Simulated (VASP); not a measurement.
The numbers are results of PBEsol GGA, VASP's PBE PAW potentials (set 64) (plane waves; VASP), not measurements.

VASP input:

**KPOINTS**
```
Automatic mesh
0
Gamma
10 10 10
0 0 0
```

**INCAR**
```
ALGO = Normal
EDIFF = 1E-6
EDIFFG = -0.02
ENCUT = 500
GGA = PS
IBRION = 2
ISIF = 3
ISMEAR = 1
LASPH = .TRUE.
LCHARG = .FALSE.
LMAXMIX = 4
LREAL = .FALSE.
LWAVE = .FALSE.
NELM = 100
NSW = 40
PREC = Accurate
PSTRESS = 50
SIGMA = 0.1
SYSTEM = SnSe
```

### POSCAR
```
SnSe
1
    0.0000000000     3.1911930231     3.1911930231
    3.1911930231     0.0000000000     3.1911930231
    3.1911930231     3.1911930231    -0.0000000000
Sn Se
1 1
Direct
  0.0000000000   0.0000000000   0.0000000000
  0.2500000000   0.2500000000   0.2500000000
```

POTCAR, in this order: Sn_d Se (PBE.64 set). Program: vasp_std.

Output of the run:

File OSZICAR:
```
       N       E                     dE             d eps       ncg     rms          rms(c)
DAV:   1     0.131807649205E+03    0.13181E+03   -0.98773E+03  1316   0.159E+03
DAV:   2     0.484441913809E+01   -0.12696E+03   -0.12489E+03  1370   0.361E+02
DAV:   3    -0.806539791033E+01   -0.12910E+02   -0.12750E+02  1688   0.107E+02
DAV:   4    -0.840096421230E+01   -0.33557E+00   -0.33548E+00  1412   0.200E+01
DAV:   5    -0.841208038785E+01   -0.11116E-01   -0.11116E-01  1978   0.349E+00    0.435E+00
DAV:   6    -0.819941021074E+01    0.21267E+00   -0.57566E-01  1968   0.496E+00    0.284E+00
DAV:   7    -0.819179273412E+01    0.76175E-02   -0.67804E-02  1382   0.135E+00    0.121E+00
DAV:   8    -0.819026418704E+01    0.15285E-02   -0.58909E-03  1570   0.754E-01    0.165E-01
DAV:   9    -0.819027886662E+01   -0.14680E-04   -0.98726E-04  1594   0.268E-01    0.781E-02
DAV:  10    -0.819032550730E+01   -0.46641E-04   -0.11952E-04  1426   0.857E-02    0.160E-02
DAV:  11    -0.819033797847E+01   -0.12471E-04   -0.26872E-05  1632   0.512E-02    0.103E-02
DAV:  12    -0.819033853035E+01   -0.55188E-06   -0.19677E-06  1310   0.163E-02
   1 F= -.61619617E+01 E0= -.61619880E+01  d E =-.616196E+01
```

OUTCAR:
```
------------------------ aborting loop because EDIFF is reached ----------------------------------------
  FORCE on cell =-STRESS in cart. coord.  units (eV):
  Direction    XX          YY          ZZ          XY          YZ          ZX
  --------------------------------------------------------------------------------------
  Total        2.0245298      2.0245298      2.0245298      0.0000000     -0.0000000     -0.0000000
  in kB       49.9051709     49.9051709     49.9051709      0.0000000     -0.0000000     -0.0000000
  external PRESSURE =      -0.0948291 kB  Pullay stress =      50.0000000 kB
  volume of cell :       65.00
      direct lattice vectors                 reciprocal lattice vectors
     0.000000000  3.191193023  3.191193023    -0.156681215  0.156681215  0.156681215
     3.191193023  0.000000000  3.191193023     0.156681215 -0.156681215  0.156681215
     3.191193023  3.191193023  0.000000000     0.156681215  0.156681215 -0.156681215
 POSITION                                       TOTAL-FORCE (eV/Angst)
 -----------------------------------------------------------------------------------
      0.00000      0.00000      0.00000         0.000000      0.000000      0.000000
      1.59560      1.59560      1.59560        -0.000000     -0.000000     -0.000000
 -----------------------------------------------------------------------------------
    total drift:                               -0.000000     -0.000000     -0.000000
  FREE ENERGIE OF THE ION-ELECTRON SYSTEM (eV)
  ---------------------------------------------------
  free  energy   TOTEN  =        -8.1903385303 eV

  energy  without entropy=       -8.1904174742  energy(sigma->0) =       -8.19036484
  enthalpy is  TOTEN    =        -6.1619617095 eV   P V=        2.0283768208

 reached required accuracy - stopping structural energy minimisation
```
(Selected blocks of OUTCAR.)

OUTCAR:
```
 val. band max:        4.2172535071   @ k =   0.3000   0.3000   0.0000

 cond. band min:       4.2935451070   @ k =  -0.4000   0.5000   0.1000


 Fermi energy:         4.2555301228

 k-point     1 :       0.0000    0.0000    0.0000
  band No.  band energies     occupation
      1     -17.4514      2.00000
      2     -17.4514      2.00000
      3     -17.4514      2.00000
      4     -17.4199      2.00000
      5     -17.4199      2.00000
      6      -9.9958      2.00000
      7      -0.6916      2.00000
      8       1.4927      2.00000
      9       1.4927      2.00000
     10       1.4927      2.00000
     11       5.6541     -0.00000
     12       5.6541     -0.00000
     13       5.6541     -0.00000
     14       9.0790      0.00000

 k-point     2 :       0.1000    0.0000    0.0000
  band No.  band energies     occupation
      1     -17.4523      2.00000
      2     -17.4507      2.00000
      3     -17.4507      2.00000
      4     -17.4199      2.00000
      5     -17.4199      2.00000
      6      -9.9411      2.00000
      7      -1.1164      2.00000
      8       1.4175      2.00000
      9       1.4175      2.00000
     10       1.7491      2.00000
     11       5.6297     -0.00000
     12       5.7831     -0.00000
     13       5.7831     -0.00000
     14       9.5575      0.00000

 k-point     3 :       0.2000    0.0000    0.0000
  band No.  band energies     occupation
      1     -17.4547      2.00000
      2     -17.4490      2.00000
      3     -17.4490      2.00000
      4     -17.4197      2.00000
      5     -17.4197      2.00000
      6      -9.7894      2.00000
      7      -1.9450      2.00000
      8       1.2398      2.00000
      9       1.2398      2.00000
     10       2.0326      2.00000
     11       5.8916     -0.00000
     12       6.0744     -0.00000
     13       6.0744     -0.00000
     14      10.3806      0.00000

 k-point     4 :       0.3000    0.0000    0.0000
  band No.  band energies     occupation
...
```

Unless said otherwise, spin-orbit coupling is left out, though it shifts the bands of the heavy elements here.

The structure was generated: SnSe was put into the zinc blende type (F-43m), which need not be its known phase. It was relaxed first under an external pressure of 5 GPa.
